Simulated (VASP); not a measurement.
Consider the following.

```yaml
crystal:
  lattice:
    - [0.00000, 2.01684, 2.01684]
    - [2.01684, 0.00000, 2.01684]
    - [8.04245, 8.04245, 0.02493]
  atoms:
    - { symbol: Pd, position: [0.00000, 0.00000, 0.00000] }
    - { symbol: Au, position: [0.00960, 0.00960, 0.24280] }
    - { symbol: Au, position: [0.00000, 0.00000, 0.50000] }
    - { symbol: Au, position: [0.99040, 0.99040, 0.75720] }
```

All values below come from PBEsol GGA, VASP's PBE PAW potentials (set 64) (plane waves; VASP). Numerical set-up: 400 eV cut-off, Gaussian smearing of 0.050 eV, potentials Pd Au.

### Question
Give the energies of bands 11 to 24 at the high-symmetry points, in eV from the Fermi level.

### Answer

```
band      Γ      T     H2      L     S0      F
----  -----  -----  -----  -----  -----  -----
11    -4.37  -4.45  -3.77  -3.35  -3.79  -3.37
12    -4.37  -3.62  -3.75  -2.63  -3.72  -3.16
13    -3.34  -3.30  -3.30  -2.61  -3.31  -2.81
14    -3.34  -3.30  -3.24  -2.38  -3.24  -1.79
15    -3.13  -3.14  -2.40  -1.79  -2.41  -1.66
16    -2.84  -3.14  -1.82  -1.73  -1.84  -1.66
17    -2.84  -2.61  -1.80  -1.68  -1.78  -1.29
18    -2.64  -2.35  -1.51  -1.61  -1.51  -0.87
19    -2.64  -2.25  -1.49  -0.97  -1.48  -0.80
20    -1.89  -2.25  -0.75  -0.07  -0.75  -0.63
21    -1.89  -1.96   2.97   0.74   2.94  -0.06
22    -0.76  -1.96   3.23   0.75   3.14   1.16
23    -0.76  -0.82   3.23   1.85   3.40   1.82
24    -0.47  -0.82   4.48   1.98   4.61   1.98
```

It has no gap at this level: it comes out as a metal or semimetal.

The structure was generated: Au3Pd was put into an ordered model structure (R-3m), which need not be its known phase. It was relaxed first. The electron count is odd and the run is not spin-polarised, which forces a metal.
